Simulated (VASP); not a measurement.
# FSiH3 in VASP: a series of runs

Aim: see how the results for FSiH3 move with the level of theory and the settings. Levels: PBE, revPBE+D3(BJ), PBE+D4, BLYP. Tasks: electron localisation function, relaxation of the atoms, single point.

Program: VASP 6.6.1. These are calculated values, not measurements. Logs are shortened: lines on timing, memory, paths and dates and some standing lists are left out, and cuts for length are marked.

### 1 Starting point

The cell holds a molecule in a box, 5 atoms: a = 12.000 Å, b = 12.000 Å, c = 12.000 Å, α = 90.00°, β = 90.00°, γ = 90.00°.

### 2 Electron localisation function, PBE

Contents of INCAR:

```
ALGO = Normal
EDIFF = 1E-6
ENCUT = 520
GGA = PE
ISIF = 2
ISMEAR = 0
LASPH = True
LCHARG = True
LELF = True
LREAL = False
LWAVE = False
NELM = 100
PREC = Accurate
SIGMA = 0.01
```

Contents of KPOINTS:

```
k-points
0
Gamma
  1 1 1
```

Contents of POSCAR:

```
SiH3F
1.0
   12.0000000000      0.0000000000      0.0000000000
    0.0000000000     12.0000000000      0.0000000000
    0.0000000000      0.0000000000     12.0000000000
F Si H
1 1 3
Direct
    0.4112875000      0.5163375000      0.5987375000
    0.5211125000      0.5011625000      0.5246791700
    0.4868541700      0.4867208300      0.4069291700
    0.5815541700      0.4012791700      0.5648708300
    0.5908791700      0.6022208300      0.5375208300
```

Potentials or basis: VASP PAW PBE potentials, release 64 (F, Si, H).

Command:

```sh
> cat potpaw_PBE.64/F/POTCAR potpaw_PBE.64/Si/POTCAR potpaw_PBE.64/H/POTCAR > POTCAR
> mpirun -np 1 vasp_gam > vasp.out
```

OUTCAR:

```text
EDIFF = 1E-6
   ENCUT = 520
   GGA = PE
   ISIF = 2
   ISMEAR = 0
   LASPH = True
   LREAL = False
   NELM = 100
   PREC = Accurate

 ion  position               nearest neighbor table
   1  0.411  0.516  0.599-   2 1.60
   2  0.521  0.501  0.525-   5 1.48   4 1.48   3 1.48   1 1.60
   3  0.487  0.487  0.407-   2 1.48
   4  0.582  0.401  0.565-   2 1.48
   5  0.591  0.602  0.538-   2 1.48

  LATTYP: Found a simple cubic cell.
 ALAT       =    12.0000000000

  Lattice vectors:

 A1 = (  12.0000000000,   0.0000000000,   0.0000000000)
 A2 = (   0.0000000000,  12.0000000000,   0.0000000000)
 A3 = (   0.0000000000,   0.0000000000,  12.0000000000)

Analysis of symmetry for initial positions (statically):
=====================================================================
 Subroutine PRICEL returns:
 Original cell was already a primitive cell.

 Routine SETGRP: Setting up the symmetry group for a
 simple cubic supercell.

 Subroutine GETGRP returns: Found  1 space group operations
 (whereof  1 operations were pure point group operations)
 out of a pool of 48 trial point group operations.

The static configuration has the point symmetry C_1 .

Analysis of symmetry for dynamics (positions and initial velocities):
=====================================================================
 Subroutine PRICEL returns:
 Original cell was already a primitive cell.

 Routine SETGRP: Setting up the symmetry group for a
 simple cubic supercell.

 Subroutine GETGRP returns: Found  1 space group operations
 (whereof  1 operations were pure point group operations)
 out of a pool of 48 trial point group operations.

The dynamic configuration has the point symmetry C_1 .

 Subroutine INISYM returns: Found  1 space group operations
 (whereof  1 operations are pure point group operations),
 and found     1 'primitive' translations

----------------------------------------------------------------------------------------

                                     Primitive cell

  volume of cell :    1728.0000

  direct lattice vectors                    reciprocal lattice vectors
    12.000000000  0.000000000  0.000000000     0.083333333  0.000000000  0.000000000
[... 68 lines left out ...]
   EDIFF  = 0.1E-05   stopping-criterion for ELM
   LREAL  =      F    real-space projection
   EDIFFG = 0.1E-04   stopping-criterion for IOM
   NSW    =      0    number of steps for IOM
   IBRION =     -1    ionic relax: 0-MD 1-quasi-New 2-CG
   NFREE  =      0    steps in history (QN), initial steepest desc. (CG)
   ISIF   =      2    stress and relaxation
   ISYM   =      2    0-nonsym 1-usesym 2-fastsym
   POTIM  = 0.5000    time-step for ionic-motion
   TEBEG  =    0.0;   TEEND  =   0.0 temperature during run
   PSTRESS=    0.0 pullay stress
   NELECT =      14.0000    total number of electrons
   NUPDOWN=      -1.0000    fix difference up-down
   EMIN   =  10.00;   EMAX   =-10.00  energy-range for DOS
   EFERMI =   0.00;   METHOD = LEGACY
   ISMEAR =     0;   SIGMA  =   0.01  broadening in eV -4-tet -1-fermi 0-gaus
   EFERMI_NEDOS =   21; number of points for ismear=-14 and -15
   IALGO  =     38    algorithm
   IMIX   =      4    mixing-type and parameters
     AMIX     =   0.40;   BMIX     =  1.00
     AMIX_MAG =   1.60;   BMIX_MAG =  1.00
  volume/ion in A,a.u.               =     345.60      2332.22
  Fermi-wavevector in a.u.,A,eV,Ry     =   0.328803  0.621348  1.470948  0.108112
  Thomas-Fermi vector in A             =   1.222706
   LORBIT       =      0    0 simple, 1 ext, 2 COOP (PROOUT), +10 PAW based schemes
   GGA     = PE    functional components
   LHFCALC =     F    Hartree Fock is set to
   AEXX    =    0.0000 exact exchange contribution
   IVDW    =     0    specifies the selected vdW correction
   LEPSILON=     F    determine dielectric tensor
   LRPA    =     F    only Hartree local field effects (RPA)
 non-spin polarized calculation
 Gauss-broadening in eV      SIGMA  =   0.01
  energy-cutoff  :      520.00
  volume of cell :     1728.00
 maximum number of plane-waves:     23293
 NGX is ok and might be reduce to    90
   NGX = 45   NGY = 45   NGZ = 45

 number of electron      13.9999990 magnetization

 Free energy of the ion-electron system (eV)
  ---------------------------------------------------
  ext. energy  EPLUGINS =         0.00000000
  ---------------------------------------------------
  free energy    TOTEN  =       -21.04348643 eV

  energy without entropy =      -21.04348643  energy(sigma->0) =      -21.04348643

 E-fermi :  -8.0592     XC(G=0):  -0.5842

 val. band max:       -8.1523761841   @ k =   0.0000   0.0000   0.0000
 cond. band min:      -1.0506630393   @ k =   0.0000   0.0000   0.0000
 fundamental gap:      7.1017131448
 Fermi energy:        -8.0592231058

 k-point     1 :       0.0000    0.0000    0.0000
  band No.  band energies     occupation
      1     -29.5735      2.00000
      2     -13.6931      2.00000
      3     -10.8606      2.00000
      4     -10.5260      2.00000
      5     -10.5260      2.00000
      6      -8.1527      2.00000
      7      -8.1524      2.00000
      8      -1.0507      0.00000
      9      -0.3363      0.00000
     10       0.3563      0.00000
     11       0.4220      0.00000

------------------------ aborting loop because EDIFF is reached ----------------------------------------

  FORCE on cell =-STRESS in cart. coord.  units (eV):
  Direction    XX          YY          ZZ          XY          YZ          ZX
  --------------------------------------------------------------------------------------
  -------------------------------------------------------------------------------------
  Total        0.8352600      0.2020179      0.4812757     -0.0899903      0.0601893     -0.4391536
  in kB        0.7744413      0.1873082      0.4462321     -0.0834377      0.0558067     -0.4071770
  external PRESSURE =       0.4693272 kB  Pullay stress =       0.0000000 kB

 VOLUME and BASIS-vectors are now :
 -----------------------------------------------------------------------------
  energy-cutoff  :      520.00
  volume of cell :     1728.00
      direct lattice vectors                 reciprocal lattice vectors
    12.000000000  0.000000000  0.000000000     0.083333333  0.000000000  0.000000000
     0.000000000 12.000000000  0.000000000     0.000000000  0.083333333  0.000000000
     0.000000000  0.000000000 12.000000000     0.000000000  0.000000000  0.083333333

 POSITION                                       TOTAL-FORCE (eV/Angst)
 -----------------------------------------------------------------------------------
      4.93545      6.19605      7.18485        -0.600044      0.082576      0.404150
      6.25335      6.01395      6.29615         0.489189     -0.068045     -0.331316
      5.84225      5.84065      4.88315        -0.035321     -0.015764     -0.128476
      6.97865      4.81535      6.77845         0.067939     -0.109425      0.042844
      7.09055      7.22665      6.45025         0.078236      0.110658      0.012798
 -----------------------------------------------------------------------------------
    total drift:                                0.000201     -0.000437     -0.000783

  FREE ENERGIE OF THE ION-ELECTRON SYSTEM (eV)
  ---------------------------------------------------
  free  energy   TOTEN  =       -21.0434864347 eV

  energy  without entropy=      -21.0434864347  energy(sigma->0) =      -21.04348643
```

OSZICAR:

```text
N       E                     dE             d eps       ncg     rms          rms(c)
DAV:   1     0.174206732400E+03    0.17421E+03   -0.27121E+03    22   0.671E+02
DAV:   2     0.498413601909E+02   -0.12437E+03   -0.11733E+03    36   0.120E+02
DAV:   3    -0.158228505105E+02   -0.65664E+02   -0.65310E+02    28   0.142E+02
[... 14 lines left out ...]
DAV:  18    -0.210434627657E+02   -0.43291E-04   -0.16295E-06    25   0.108E-02    0.117E-03
DAV:  19    -0.210434787539E+02   -0.15988E-04   -0.54210E-07    30   0.417E-03    0.108E-03
DAV:  20    -0.210434837384E+02   -0.49845E-05   -0.16191E-07    33   0.320E-03    0.325E-04
DAV:  21    -0.210434858411E+02   -0.21027E-05   -0.34276E-08    30   0.118E-03    0.459E-04
DAV:  22    -0.210434864347E+02   -0.59351E-06   -0.25929E-09    36   0.537E-04
   1 F= -.21043486E+02 E0= -.21043486E+02  d E =-.181032E-39
```

Run time: 2.2 min. Hardware: 1 thread of Intel Xeon 6975P-C (Granite Rapids), shared host; peak memory 1.2 GiB.

What came out:

* Free energy: -21.0435 eV
* Largest force: 0.728 eV/Å
* Gap between the frontier levels: 7.10 eV

Forces on the atoms (eV/Å):
```
F   -0.600  0.083  0.404
Si   0.489 -0.068 -0.331
H   -0.035 -0.016 -0.128
H    0.068 -0.109  0.043
H    0.078  0.111  0.013
```

Levels at points of the mesh, in eV from the valence-band top:
| k point | band 3 | band 4 | band 5 | band 6 | band 7 | band 8 | band 9 | band 10 | band 11 |
| --- | --- | --- | --- | --- | --- | --- | --- | --- | --- |
| (0.00, 0.00, 0.00) | -2.71 | -2.37 | -2.37 | 0.00 | 0.00 | 7.10 | 7.82 | 8.51 | 8.57 |

Expect the measured gap to be larger: semilocal functionals such as PBE lack the derivative discontinuity.

### 3 Relaxation of the atoms, revPBE+D3(BJ)

Contents of INCAR:

```
ALGO = Fast
EDIFF = 1E-7
EDIFFG = -0.005
ENCUT = 400
GGA = RE
IBRION = 2
ISIF = 2
ISMEAR = 0
IVDW = 12
LASPH = True
LCHARG = False
LREAL = False
LWAVE = False
NELM = 100
NSW = 40
PREC = Accurate
SIGMA = 0.01
```

KPOINTS is that of step 2.

POSCAR is that of step 2.

Potentials or basis: VASP PAW PBE potentials, release 64 (F_s, Si, H_s).

Command:

```sh
> cat potpaw_PBE.64/F_s/POTCAR potpaw_PBE.64/Si/POTCAR potpaw_PBE.64/H_s/POTCAR > POTCAR
> mpirun -np 1 vasp_gam > vasp.out
```

OUTCAR:

```text
EDIFF = 1E-7
   EDIFFG = -0.005
   ENCUT = 400
   GGA = RE
   IBRION = 2
   ISIF = 2
   ISMEAR = 0
   IVDW = 12
   LASPH = True
   LREAL = False
   NELM = 100
   NSW = 40
   PREC = Accurate
 IVDW          = 12

 ion  position               nearest neighbor table
   1  0.411  0.516  0.599-   2 1.60
   2  0.521  0.501  0.525-   5 1.48   4 1.48   3 1.48   1 1.60
   3  0.487  0.487  0.407-   2 1.48
   4  0.582  0.401  0.565-   2 1.48
   5  0.591  0.602  0.538-   2 1.48

  LATTYP: Found a simple cubic cell.
 ALAT       =    12.0000000000

  Lattice vectors:

 A1 = (  12.0000000000,   0.0000000000,   0.0000000000)
 A2 = (   0.0000000000,  12.0000000000,   0.0000000000)
 A3 = (   0.0000000000,   0.0000000000,  12.0000000000)

Analysis of symmetry for initial positions (statically):
=====================================================================
 Subroutine PRICEL returns:
 Original cell was already a primitive cell.

 Routine SETGRP: Setting up the symmetry group for a
 simple cubic supercell.

 Subroutine GETGRP returns: Found  1 space group operations
 (whereof  1 operations were pure point group operations)
 out of a pool of 48 trial point group operations.

The static configuration has the point symmetry C_1 .

Analysis of symmetry for dynamics (positions and initial velocities):
=====================================================================
[... 140 lines left out ...]
  ext. energy  EPLUGINS =         0.00000000
  ---------------------------------------------------
  free energy    TOTEN  =       -20.88410270 eV

  energy without entropy =      -20.88410270  energy(sigma->0) =      -20.88410270

------------------------ aborting loop because EDIFF is reached ----------------------------------------

 Edisp (eV)   -0.13657

 E8    (eV) :    -0.0834
[... 114 lines left out ...]
  FREE ENERGIE OF THE ION-ELECTRON SYSTEM (eV)
  ---------------------------------------------------
  free  energy   TOTEN  =       -21.0393608039 eV

  energy  without entropy=      -21.0393608039  energy(sigma->0) =      -21.03936080

[... ionic steps 4 to 8 ...]

--------------------------------------- Ionic step        9  -------------------------------------------

 number of electron      14.0000000 magnetization

------------------------ aborting loop because EDIFF is reached ----------------------------------------
[... 81 lines left out ...]
--------------------------------------- Ionic step       11  -------------------------------------------

 number of electron      14.0000000 magnetization

 Free energy of the ion-electron system (eV)
  ---------------------------------------------------
  ext. energy  EPLUGINS =         0.00000000
  ---------------------------------------------------
  free energy    TOTEN  =       -20.90662450 eV

  energy without entropy =      -20.90662450  energy(sigma->0) =      -20.90662450

 E-fermi :  -8.0954     XC(G=0):  -0.6198

 val. band max:       -8.1674984902   @ k =   0.0000   0.0000   0.0000
 cond. band min:      -1.0775367285   @ k =   0.0000   0.0000   0.0000
 fundamental gap:      7.0899617617
 Fermi energy:        -8.0954195605

 k-point     1 :       0.0000    0.0000    0.0000
  band No.  band energies     occupation
      1     -29.3236      2.00000
      2     -13.5885      2.00000
      3     -10.6808      2.00000
      4     -10.2451      2.00000
      5     -10.2450      2.00000
      6      -8.1679      2.00000
      7      -8.1675      2.00000
      8      -1.0775      0.00000
      9      -0.4191      0.00000
     10       0.3197      0.00000
     11       0.3869      0.00000
[... 34 lines left out ...]
  FREE ENERGIE OF THE ION-ELECTRON SYSTEM (eV)
  ---------------------------------------------------
  free  energy   TOTEN  =       -21.0425449142 eV

  energy  without entropy=      -21.0425449142  energy(sigma->0) =      -21.04254491

 reached required accuracy - stopping structural energy minimisation
```

OSZICAR:

```text
N       E                     dE             d eps       ncg     rms          rms(c)
DAV:   1     0.159362277576E+03    0.15936E+03   -0.28095E+03    22   0.583E+02
DAV:   2     0.680892457008E+01   -0.15255E+03   -0.15057E+03    41   0.126E+02
DAV:   3    -0.217156151131E+02   -0.28525E+02   -0.28488E+02    28   0.105E+02
DAV:   4    -0.225605105501E+02   -0.84490E+00   -0.84403E+00    28   0.226E+01
[... 129 lines left out ...]
  10 F= -.21042544E+02 E0= -.21042544E+02  d E =-.881493E-05
       N       E                     dE             d eps       ncg     rms          rms(c)
DAV:   1    -0.209066241517E+02   -0.18519E-05   -0.10287E-04    22   0.121E-01    0.546E-03
RMM:   2    -0.209066244023E+02   -0.25065E-06   -0.49970E-06    22   0.212E-02    0.249E-03
RMM:   3    -0.209066244971E+02   -0.94720E-07   -0.47237E-07    17   0.694E-03
  11 F= -.21042545E+02 E0= -.21042545E+02  d E =-.953897E-05
```

It took 6.1 min on 1 thread of Intel Xeon 6975P-C (Granite Rapids), shared host; peak memory 1 GiB.

What came out:

```
Free energy                     : -21.0425 eV
Energy gained by relaxing       : 4.4 meV/atom
Ionic steps                     : 11
Largest force after relaxing    : 0.003 eV/Å
Gap between the frontier levels : 7.09 eV
Dispersion energy per atom      : -0.027 eV
```

Forces on the atoms (eV/Å):
```
F   -0.002  0.000  0.001
Si  -0.001  0.000  0.000
H    0.000  0.000 -0.003
H    0.002 -0.002  0.001
H    0.002  0.003  0.000
```

The path:
```tsv
step	energy change (eV)	largest force (eV/Å)	pressure (GPa)
1	0.0000	1.1396	0.07
2	0.0372	1.8340	-0.05
3	-0.0187	0.1869	0.02
4	-0.0218	0.0233	-0.01
5	-0.0219	0.0091	-0.01
6	-0.0218	0.0125	-0.01
7	-0.0219	0.0124	-0.01
8	-0.0219	0.0199	-0.01
9	-0.0219	0.0095	-0.01
10	-0.0219	0.0074	-0.01
11	-0.0219	0.0031	-0.01
```

Final structure:
```yaml
crystal:
  lattice:
    - [12.00000, 0.00000, 0.00000]
    - [0.00000, 12.00000, 0.00000]
    - [0.00000, 0.00000, 12.00000]
  atoms:
    - { symbol: F, position: [0.40946, 0.51657, 0.59995] }
    - { symbol: Si, position: [0.52179, 0.50107, 0.52422] }
    - { symbol: H, position: [0.48679, 0.48661, 0.40602] }
    - { symbol: H, position: [0.58213, 0.40058, 0.56504] }
    - { symbol: H, position: [0.59152, 0.60289, 0.53750] }
```

Caveat: the PAW data sets were made with another functional, which shifts forces and pressure a little. A hybrid or GW would open this gap; revPBE tends to underestimate it.

(Part 1 of 2 ends here.)
